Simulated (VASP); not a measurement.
Given:

```yaml
crystal:
  lattice:
    - [1.73000, -2.99645, 0.00000]
    - [1.73000, 2.99645, 0.00000]
    - [0.00000, 0.00000, 5.52000]
  atoms:
    - { symbol: Tl, position: [0.33333, 0.66667, 0.25000] }
    - { symbol: Tl, position: [0.66667, 0.33333, 0.75000] }
```

These are PBE GGA, VASP's PBE PAW potentials (set 64) (plane waves; VASP) values and carry that method's errors. Numerical set-up: 400 eV cut-off, 11×11×6 Γ-centred mesh, Gaussian smearing of 0.30 eV, potentials Tl_d.

Unless said otherwise, spin-orbit coupling is left out, though it shifts the bands of the heavy elements here.

Question: What does the run give for the energy per atom (σ→0), pressure, band gap (on the k-mesh) with the smallest direct gap where there is one?

Answer: 
```json
{
  "band gap (on the k-mesh)": "none (metal, semimetal or under 0.01 eV)",
  "energy per atom (σ→0)": "-212.8 kJ/mol of atoms",
  "pressure": "3.08 GPa"
}
```

Only differences to runs with the same potentials and settings are physical.

The compound is Tl in the hcp structure. The cell was not relaxed at this level. The run is one of a series of settings (ISMEAR = 0, SIGMA = 0.3 against the base run), some of them coarse on purpose.
